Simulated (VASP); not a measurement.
Data:

```
YbSi2
1.0
   -1.78336     1.78336     4.36484
    1.78336    -1.78336     4.36484
    1.78336     1.78336    -4.36484
Yb Si
1 2
Direct
  0.00000   0.00000   0.00000
  0.33530   0.33530   0.00000
  0.66470   0.66470   0.00000
```

All values below come from PBE GGA, VASP's PBE PAW potentials (set 64) (plane waves; VASP). Run with 400 eV cut-off, 9×9×9 Γ-centred mesh, first-order Methfessel-Paxton smearing of 0.10 eV, potentials Yb_2 Si.

The 4f electrons are frozen in the core of the lanthanide potential, so 4f levels, which can set the real gap, and their magnetism are missing.

Problem. Predict the energy per atom (σ→0), pressure, largest force, band gap (on the k-mesh) with the smallest direct gap where there is one.

Solution. 
| Item | Value |
|---|---|
| band gap (on the k-mesh) | none (metal, semimetal or under 0.01 eV) |
| energy per atom (σ→0) | -3817 meV/atom |
| pressure | 7.84 GPa |
| largest force | 1.583 eV/Å |

The absolute energy has meaning only against runs of the same code, potentials and settings.

The structure was generated: YbSi2 was put into the MoSi2 type (I4/mmm), which need not be its known phase. The cell was not relaxed at this level.
